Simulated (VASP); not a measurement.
Data:

```yaml
crystal:
  lattice:
    - [3.99245, 0.00000, 0.00000]
    - [-1.99623, 3.45757, 0.00000]
    - [0.00000, 0.00000, 6.58368]
  atoms:
    - { symbol: Ge, position: [0.33333, 0.66667, 0.06285] }
    - { symbol: Ge, position: [0.66667, 0.33333, 0.56285] }
    - { symbol: Ge, position: [0.66667, 0.33333, 0.93715] }
    - { symbol: Ge, position: [0.33333, 0.66667, 0.43715] }
```

The numbers are results of r2SCAN meta-GGA, VASP's PBE PAW potentials (set 64) (plane waves; VASP), not measurements. Run with 400 eV cut-off, 7×7×4 Γ-centred mesh, tetrahedra with Blöchl corrections, potentials Ge_d.

Task: Give the energies of bands 23 to 32 at the high-symmetry points, in eV from the valence-band maximum.

Result: 
```tsv
band	Γ	M	K	A	L	H
23	-8.02	-9.07	-7.98	-5.05	-8.28	-8.58
24	-1.70	-7.10	-7.98	-5.05	-8.28	-8.58
25	-1.70	-4.89	-5.31	-1.03	-2.78	-4.58
26	-0.28	-3.36	-3.73	-1.03	-2.78	-4.58
27	0.00	-3.04	-3.73	-1.03	-2.67	-2.26
28	0.00	-1.65	-3.46	-1.03	-2.67	-2.26
29	0.07	0.62	1.55	0.85	0.63	1.41
30	0.29	1.84	4.86	0.85	0.63	1.41
31	2.29	3.73	4.86	3.47	2.27	4.32
32	2.29	3.84	5.37	3.47	2.27	4.32
```

The gap is direct, 0.07 eV, from the valence maximum at Γ to the conduction minimum at Γ.

The structure was generated: Ge was put into the lonsdaleite type (P6_3/mmc), which need not be its known phase. It was relaxed first.
